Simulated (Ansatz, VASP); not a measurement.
**Si63C11 (amorphous Si0.85C0.15): VASP beside Ansatz**

Aim: how closely do two programs agree when they are given the same cell, functional and k mesh? The cell is taken from a series of runs on this material, whose earlier steps may have relaxed, scaled, displaced or heated it; both programs get it as it stands.

Program: Ansatz 0.2.0. Level of theory: plane waves, with VASP 6.6.1 beside it; PBE. Results are calculated unless marked as measured.

### Step 1. The structure

The cell holds 148 atoms: 126 Si and 22 C. Cell: a = 13.515 Å, b = 13.515 Å, c = 13.515 Å, α = 90.0°, β = 90.0°, γ = 90.0°. As first built, before any earlier steps moved the atoms or strained the cell (in the runner's words): 148 atoms (126 Si, 22 C) placed at random at 2.56 g/cm^3, melted at 4500 K for 10 ps at fixed volume with the Erhart-Albe potential (Erhart and Albe, Phys. Rev. B 71, 035211 (2005)). Quenched from 4500 K to 100 K at 50 K/ps and fixed volume, held 5 ps.

### Step 2. VASP: single point, PBE

A single point takes one fixed geometry, so differences don't come from the geometry; what else differs is listed under the comparison.

Lines of VASP's logs that name or quote its potential files are left out, and so is its time.

Contents of INCAR:

```
SYSTEM = Si63C11
PREC = Accurate
ENCUT = 600
EDIFF = 1E-06
NELM = 120
ISMEAR = 0
SIGMA = 0.025
LREAL = Auto
ALGO = Normal
GGA = PE
NBANDS = 399
LORBIT = 11
LWAVE = .FALSE.
LCHARG = .FALSE.
ISIF = 2
LASPH = .TRUE.
GGA_COMPAT = .FALSE.
EFERMI = MIDGAP
```

Contents of POSCAR:

```
Si63C11
1.0
   13.5152000000      0.0000000000      0.0000000000
    0.0000000000     13.5152000000      0.0000000000
    0.0000000000      0.0000000000     13.5152000000
Si C
126 22
Direct
    0.5556900000      0.1741600000      0.9745800000
    0.1775700000      0.9879500000      0.3103200000
    0.9589900000      0.8565700000      0.6389400000
    0.7633800000      0.5836300000      0.9175000000
    0.3364500000      0.0365900000      0.8472600000
    0.3935700000      0.2283000000      0.0628600000
    0.8583900000      0.8895900000      0.4898900000
    0.6304400000      0.1367400000      0.4665300000
    0.0018100000      0.2400600000      0.2831900000
    0.5238400000      0.3731200000      0.8935600000
    0.0865200000      0.2929400000      0.9275200000
    0.9405600000      0.1680100000      0.0680600000
    0.9931900000      0.4317600000      0.8884500000
    0.6449600000      0.7738900000      0.9479700000
    0.6279100000      0.0982300000      0.8215000000
    0.0704200000      0.0662600000      0.0145100000
    0.0426800000      0.9379800000      0.8790700000
    0.6363800000      0.4945400000      0.0900100000
    0.8811100000      0.6129300000      0.7861300000
    0.1076200000      0.3176500000      0.0973900000
    0.5617700000      0.8485000000      0.4343000000
    0.3773800000      0.6205800000      0.0756400000
    0.9415600000      0.7960100000      0.9534000000
    0.4187700000      0.5984300000      0.3195200000
    0.7788100000      0.6784900000      0.3978500000
    0.4909800000      0.4860100000      0.5992700000
    0.1107900000      0.6235100000      0.5749900000
    0.3625400000      0.4117300000      0.5044700000
    0.2932100000      0.5427700000      0.4203100000
    0.6985700000      0.8884100000      0.3341900000
[... 112 atom lines left out ...]
    0.4706800000      0.9689700000      0.6394500000
    0.1798600000      0.8562500000      0.1208100000
    0.8545100000      0.3752800000      0.6563300000
    0.6145300000      0.6857900000      0.6948600000
    0.7629100000      0.1643300000      0.2516500000
    0.9835800000      0.2775100000      0.1480400000
```

Contents of KPOINTS:

```
Automatic mesh
0
Gamma
1 1 1
0 0 0
```

Potentials, in the order of the species: Si and C (PBE family, release 64).

Launch:

```console
$ export OMP_NUM_THREADS=3
$ mpirun -np 1 vasp_gam
```

Numbers of over 12 decimals in the logs are rounded to 6 here.

Output:

```text
[banner, memory and clock lines left out]
running    1 mpi-ranks, on    1 nodes
[...]
Offloading initialized ...    1 GPUs detected
[...]
LDA part: xc-table for (Slater+PW92), standard interpolation
 POSCAR, INCAR and KPOINTS ok, starting setup
[...]
entering main loop
       N       E                     dE             d eps       ncg     rms          rms(c)
DAV:   1     0.334408767096E+04    0.33441E+04   -0.29443E+05   798   0.150E+03
DAV:   2    -0.415227821705E+03   -0.37593E+04   -0.35173E+04  1012   0.246E+02
DAV:   3    -0.859077273224E+03   -0.44385E+03   -0.42939E+03   988   0.757E+01
DAV:   4    -0.877951632154E+03   -0.18874E+02   -0.18640E+02   980   0.174E+01
[...]
DAV:  16    -0.834895804057E+03   -0.48764E-05   -0.11745E-04  1004   0.176E-02    0.218E-02
DAV:  17    -0.834895816338E+03   -0.12281E-04   -0.86125E-05   948   0.115E-02    0.106E-02
DAV:  18    -0.834895817082E+03   -0.74385E-06   -0.58962E-06   916   0.407E-03
   1 F= -.83489582E+03 E0= -.83489582E+03  d E =-.355077E-05
```

Parts of OUTCAR (step 2):

```text
  Total        2.2600984     40.6459695     38.2986598    -21.2578207    -10.2700865     -9.7572754
  in kB        1.4667986     26.3791404     24.8557418    -13.7962766     -6.6652624     -6.3324492
  external PRESSURE =      17.5672269 kB  Pullay stress =       0.0000000 kB

 POSITION                                       TOTAL-FORCE (eV/Angst)
 -----------------------------------------------------------------------------------
      7.51026      2.35381     13.17164         0.001947     -0.005590     -0.004172
      2.39989     13.35234      4.19404         0.001350      0.003415      0.005382
[...]
1.23286      4.34054      7.57013         0.001482      0.000501      0.000803
      9.75906     11.70565      1.02878        -0.003602     -0.014226      0.005523
     11.01759      1.03229      2.02255         0.014876     -0.002635      0.006161
      0.68265     12.15408      0.93850        -0.012653      0.007947     -0.010918
      4.27337      1.89037      6.96587         0.000051      0.002949     -0.002022
      6.39201     11.10355      2.21041        -0.005091      0.004379     -0.005554
      7.79449      0.37694      0.95971        -0.006832      0.007671      0.005195
      8.23968      5.01306      7.43228        -0.001485      0.005376      0.006604
      7.28861      9.07329      5.72247        -0.005782      0.003681     -0.002629
      6.99587     11.76431     11.90230        -0.006864      0.009852     -0.001695
     11.39899      3.16377      4.76735         0.000605      0.005478      0.001855
[...]
-----------------------------------------------------------------------------------
    total drift:                               -0.023603     -0.053056      0.038630

  FREE ENERGIE OF THE ION-ELECTRON SYSTEM (eV)
  ---------------------------------------------------
  free  energy   TOTEN  =      -834.8958170816 eV

  energy  without entropy=     -834.8958135308  energy(sigma->0) =     -834.89581531

[... 3 further parts left out ...]
[key lines of the parts left out:]
E-fermi :   7.0694
```

The run ends at a pressure of 1.76 GPa, with forces up to 0.055 eV/Å.

### Step 3. Ansatz: single point, PBE

Ansatz runs on its PAW soft_1 files.

The same cell, functional, mesh and smearing now go to Ansatz, which takes its cutoff from its data sets.

Contents of input.yaml:

```yaml
crystal:
  lattice:
    - [13.5152, 0.0, 0.0]
    - [0.0, 13.5152, 0.0]
    - [0.0, 0.0, 13.5152]
  atoms:
    - { symbol: Si, position: [0.55569, 0.17416, 0.97458] }
    - { symbol: Si, position: [0.17757, 0.98795, 0.31032] }
    - { symbol: Si, position: [0.95899, 0.85657, 0.63894] }
    - { symbol: Si, position: [0.76338, 0.58363, 0.9175] }
    - { symbol: Si, position: [0.33645, 0.03659, 0.84726] }
    - { symbol: Si, position: [0.39357, 0.2283, 0.06286] }
    - { symbol: Si, position: [0.85839, 0.88959, 0.48989] }
    - { symbol: Si, position: [0.63044, 0.13674, 0.46653] }
    - { symbol: Si, position: [0.00181, 0.24006, 0.28319] }
    - { symbol: Si, position: [0.52384, 0.37312, 0.89356] }
    - { symbol: Si, position: [0.08652, 0.29294, 0.92752] }
    - { symbol: Si, position: [0.94056, 0.16801, 0.06806] }
    - { symbol: Si, position: [0.99319, 0.43176, 0.88845] }
    - { symbol: Si, position: [0.64496, 0.77389, 0.94797] }
    - { symbol: Si, position: [0.62791, 0.09823, 0.8215] }
    - { symbol: Si, position: [0.07042, 0.06626, 0.01451] }
    - { symbol: Si, position: [0.04268, 0.93798, 0.87907] }
    - { symbol: Si, position: [0.63638, 0.49454, 0.09001] }
    - { symbol: Si, position: [0.88111, 0.61293, 0.78613] }
    - { symbol: Si, position: [0.10762, 0.31765, 0.09739] }
    - { symbol: Si, position: [0.56177, 0.8485, 0.4343] }
    - { symbol: Si, position: [0.37738, 0.62058, 0.07564] }
    - { symbol: Si, position: [0.94156, 0.79601, 0.9534] }
    - { symbol: Si, position: [0.41877, 0.59843, 0.31952] }
    - { symbol: Si, position: [0.77881, 0.67849, 0.39785] }
    - { symbol: Si, position: [0.49098, 0.48601, 0.59927] }
    - { symbol: Si, position: [0.11079, 0.62351, 0.57499] }
    - { symbol: Si, position: [0.36254, 0.41173, 0.50447] }
    - { symbol: Si, position: [0.29321, 0.54277, 0.42031] }
    - { symbol: Si, position: [0.69857, 0.88841, 0.33419] }
[... 112 atom lines left out ...]
    - { symbol: C, position: [0.47068, 0.96897, 0.63945] }
    - { symbol: C, position: [0.17986, 0.85625, 0.12081] }
    - { symbol: C, position: [0.85451, 0.37528, 0.65633] }
    - { symbol: C, position: [0.61453, 0.68579, 0.69486] }
    - { symbol: C, position: [0.76291, 0.16433, 0.25165] }
    - { symbol: C, position: [0.98358, 0.27751, 0.14804] }
kpoints:
  mp_grid: { grid: [1, 1, 1] }
hamiltonian:
  xc: pbe
  pseudopotentials: { kind: paw, azcp: { folder: soft_1 } }
scf:
  occupations: { method: gaussian, width: 0.025 }
output:
  forces: true
  stress: true
  populations: true
  dos:
    method: { smearing: { sigma: 0.08 } }
    de: 0.1
    projected: { site_lists: { C: [C], Si: [Si] } }
  eigenvalues: true
  write_density: true
  write_potential: true
  volumetric_format: npy
  elf: true
```

Launch:

```console
$ ansatz run input.yaml --threads 4 --pin off --max-ram 15872MiB --backend cpu --events-out ev --progress --plain --runs-dir out
```

Output:

```text
Engine: ansatz 0.2.0, aarch64-unknown-linux-gnu
Pseudopotentials: kind: paw
Pseudopotential: Si, paw, valence charge 4, recommended cutoff 420 eV (normal), soft_1/Si.paw.azcp
Pseudopotential: C, paw, valence charge 4, recommended cutoff 420 eV (normal), soft_1/C.paw.azcp
Functional definition: PBE
  parameter kappa = 0.804
  parameter beta = 0.066725
  exchange = pbe_x(kappa = kappa, mu = beta*pi^2/3)
  correlation = pbe_c(beta = beta)
Crystal: 148 atoms, lattice volume = 2468.695 Å³
Basis set: ecut = 420 eV, 48489 PW (Γ), exchange–correlation on 192×192×192 points (8 copies of the dense FFT grid, shifted against one another)
Bands: 444, of which v1, the nominal top of the filled ones, is band 296 counted from 1 (295 counted from 0)
Symmetry: 1 space group operations
Space group: P1 (ITA 1), of the structure as read, at distance tolerance 1.4e-4 Å
k-points: 1
Non-local potential: Si, projectors of the file, l = 0: 2, l = 1: 2, l = 2: 1
Non-local potential: C, projectors of the file, l = 0: 2, l = 1: 2, l = 2: 1
PAW form: soft (Blöchl's): semilocal exchange-correlation on the pseudo side does not see the compensation charge
PAW one-centre angular grid: Si, 110 points (default); XC on 64 Gauss nodes
PAW one-centre angular grid: C, 110 points (default); XC on 64 Gauss nodes
Initial density: superposition of atomic densities (chi_scale 0.1, normalization cell, long waves kept (reshape's long-wave potential 0.94 eV rms))
Initial wavefunctions: pseudopotential atomic-orbital guess
Functional: x = pbe(κ = 0.804, μ = 0.219515), c = pbe(β = 0.066725)
SCF iter   1: F=—  HF=-85622.395477 eV  |F-HF|=—  |Δ(HF+E_count)|=         —  Δρ=5.90e-2  dr2=3.03e2  ethr=3.10e-3  ⟨swp⟩=6.0  Hψ=2109  notcnv=0  defer=107
preconditioner: auto → Resta (q_TF=auto, 2.150 Å⁻¹)  ε∞=5.6  [insulator: Δε(μ)=0.031 eV  Ē_g=8.503 eV  σ=0.025 eV  W_gap=0.61  n_scr=436 (ndim 8)  ℏωp=18.2 eV  f_vac=0.000  D(μ)=64.56/eV (n_scr^D=436)  ε∞_Penn≈5.6]
SCF iter   2: F=—  HF=-85589.581917 eV  |F-HF|=—  |Δ(HF+E_count)|=    3.28e1  Δρ=3.04e-2  dr2=4.60e1  ethr=3.10e-3  ⟨swp⟩=3.0  Hψ=825  notcnv=0  defer=138
SCF iter   3: F=—  HF=-85581.760212 eV  |F-HF|=—  |Δ(HF+E_count)|=    7.82e0  Δρ=7.94e-3  dr2=4.22e0  ethr=3.10e-3  ⟨swp⟩=5.0  Hψ=622  notcnv=0  defer=138
SCF iter   4: F=—  HF=-85581.317684 eV  |F-HF|=—  |Δ(HF+E_count)|=   4.43e-1  Δρ=2.06e-3  dr2=2.19e-1  ethr=7.13e-4  ⟨swp⟩=4.0  Hψ=527  notcnv=0  defer=137
SCF iter   5: F=—  HF=-85581.352476 eV  |F-HF|=—  |Δ(HF+E_count)|=   3.48e-2  Δρ=7.23e-4  dr2=3.18e-2  ethr=3.70e-5  ⟨swp⟩=3.0  Hψ=574  notcnv=0  defer=137
SCF iter   6: F=—  HF=-85581.359155 eV  |F-HF|=—  |Δ(HF+E_count)|=   6.68e-3  Δρ=2.66e-4  dr2=6.35e-3  ethr=5.37e-6  ⟨swp⟩=2.0  Hψ=603  notcnv=0  defer=137
SCF iter   7: F=—  HF=-85581.360483 eV  |F-HF|=—  |Δ(HF+E_count)|=   1.33e-3  Δρ=8.39e-5  dr2=4.29e-4  ethr=1.07e-6  ⟨swp⟩=2.0  Hψ=416  notcnv=0  defer=137
SCF iter   8: F=—  HF=-85581.360700 eV  |F-HF|=—  |Δ(HF+E_count)|=   2.17e-4  Δρ=2.92e-5  dr2=5.14e-5  ethr=7.25e-8  ⟨swp⟩=2.0  Hψ=603  notcnv=0  defer=137
SCF iter   9: F=—  HF=-85581.360525 eV  |F-HF|=—  |Δ(HF+E_count)|=   1.76e-4  Δρ=8.01e-6  dr2=4.37e-6  ethr=8.69e-9  ⟨swp⟩=2.0  Hψ=740  notcnv=0  defer=137
SCF iter  10: F=—  HF=-85581.360528 eV  |F-HF|=—  |Δ(HF+E_count)|=   2.88e-6  Δρ=2.32e-6  dr2=4.68e-7  ethr=7.39e-10  ⟨swp⟩=2.0  Hψ=602  notcnv=0  defer=137
SCF iter  11: F=-85581.360528 eV  HF=-85581.360528 eV  |F-HF|=1.63e-8  |Δ(HF+E_count)|=   2.33e-7  Δρ=8.49e-7  dr2=6.95e-8  ethr=1.69e-11  ⟨swp⟩=23.0  Hψ=4629  notcnv=0
SCF 1 converged in 11 iterations: F = -85581.360528 eV  dr2 = 6.95e-8
  greatest PAW one-centre occupation: 0.687 electrons in one spin orbital (limit 2), on the Si atom at site 16 (counted from 0), in its partial waves of l = 0
SCF converged after 11 iterations
Free energy (F): -85581.360528 eV
Harris-Foulkes:  -85581.360528 eV  (|F-HF|=1.63e-8)
Internal energy: -85581.360524 eV  (E = F + TS)
E sigma→0 (E₀):  -85581.360526 eV
Entropy (-TS):   -0.000004 eV (-0.000 meV/atom)
Fermi energy:    7.653672 eV
--- Per-component energies (eV) ---
  E_band       = 1033.027522
  E_kinetic    = 7076.538573
  E_local      = -7298.110512  (includes V_loc(G=0)·N_el)
  E_nonlocal   = 3366.700236
  E_hartree    = 2779.036653
  E_xc         = -8169.468658
  E_vxc        = -7320.773497  (∫ρ·V_xc dr)
  E_paw        = -66636.724162  (= ΣΔE_a)
  E_vpaw       = -349.409509  (= ΣTr[D̂ρ^β])
  E_aug_tail   = 0.005224  (compensation charges beyond the density's cutoff)
  E_ewald      = -16699.337878
  E_smearing   = -0.000004  (= −TS)
  E_closure    = 0.000000  (closes the sum)
  Σ components = -85581.360528   (vs F -85581.360528, Δ=0.00e0)
--- Forces (eV/Å), atoms counted from 1 ---
  atom   1  Si     0.00129894    -0.00280622    -0.00057059
  atom   2  Si    -0.00051867     0.00050252     0.00169084
  atom   3  Si    -0.00508542     0.00347085     0.00239344
[...]
atom 131  C     -0.00008162     0.01041539     0.00506088
  atom 132  C     -0.02319962     0.00765856     0.00675019
  atom 133  C      0.00400124    -0.00670431     0.00283150
  atom 134  C      0.00336460    -0.01542257     0.00449724
  atom 135  C     -0.00134344     0.00349545    -0.00016991
  atom 136  C     -0.00869703     0.00331238     0.00135666
  atom 137  C      0.00268556    -0.00005972     0.00212862
  atom 138  C     -0.00445270     0.00041726     0.00777806
  atom 139  C      0.00458210    -0.00562272    -0.00279990
  atom 140  C     -0.00198389    -0.00129599    -0.00834304
  atom 141  C      0.00699785     0.00339996     0.00170221
  atom 142  C     -0.03993281     0.00930821    -0.00765671
  atom 143  C     -0.00301752    -0.00480664     0.00506898
  atom 144  C     -0.00449887    -0.00451116     0.00036975
  atom 145  C     -0.00272379     0.00143189     0.00230053
  atom 146  C     -0.00047589     0.03227764    -0.02732053
  atom 147  C      0.00157090     0.00189049    -0.00081711
  atom 148  C     -0.00112130     0.00082725     0.00141351
  max |Σ_I F_I| component: 6.60e-5 eV/Å
--- Stress (GPa, compression-positive) ---
        0.222673      -1.377323      -0.630002
       -1.377323       2.707975      -0.666071
       -0.630002      -0.666071       2.555445
  P = ⅓ Tr σ = 1.8287 GPa (18.287 kbar)
--- Band table (eV) ---
  k-point 0: bands = [... 292 lower, 7.3163, 7.3881, 7.4536, 7.5790, 7.7283, 7.8064, 7.8759, 7.9094, ... 144 higher]
--- Löwdin populations: 148 sites ---
  site symbol       q [e]
     0     Si      3.8930
     1     Si      3.7355
     2     Si      3.9887
     3     Si      3.9741
     4     Si      3.9747
     5     Si      3.9537
     6     Si      3.7135
     7     Si      3.6693
     8     Si      3.6942
     9     Si      3.9925
    10     Si      4.0106
    11     Si      3.7213
    12     Si      3.9813
    13     Si      4.0034
    14     Si      3.9509
    15     Si      3.9482
    16     Si      3.9055
    17     Si      3.7535
    18     Si      3.9880
    19     Si      3.6859
    20     Si      3.9842
    21     Si      3.9260
    22     Si      3.9408
    23     Si      3.9903
[...]
140      C      4.5541
   141      C      4.5839
   142      C      4.7972
   143      C      4.5349
   144      C      4.7953
   145      C      4.1321
   146      C      4.7748
   147      C      4.7997
  spilling = 0.012462 (of n_electrons = 592.000000)
```

### Step 4. Differences

Known differences besides the potentials themselves: the cutoff is 420 eV in Ansatz and 600 eV in VASP (PREC = Accurate, projectors in real space). Total energies have different zeros and are not compared.

The two programs side by side:

```csv
quantity,Ansatz,VASP,difference
pressure (GPa),1.83,1.76,+0.07
gap on the k mesh (eV),0.149,0.150,-0.001
```

The largest component of a force difference here is 36 meV/Å. A gap on the mesh is an upper bound, since the band edges may lie between its points.

### Step 5. Summary of results

| Property | Result |
| --- | --- |
| difference in gap on the k mesh (single point, PBE) | -5.5e-4 eV |
| r.m.s. force difference (single point, PBE) | 6.7 meV/Å |

In words: The r.m.s. force difference is 6.7 meV/Å (single point, PBE), within the 12 meV/Å picked in this series as the mark of a large difference. How closely two codes agree says nothing of how well the functional describes the real material.

[Lines on the potential files, build, host, timing and source positions are cut from VASP's logs without a mark.]

[Logs are printed without paths, hosts, clocks, repeated set-up lines and the standing remarks that a program may print on its own settings, such as how far it seeks lower states.]

[Hosts, paths, dates, database ids (printed as entryN), source tags and the programs' standing remarks are cut or masked in the printed files.]
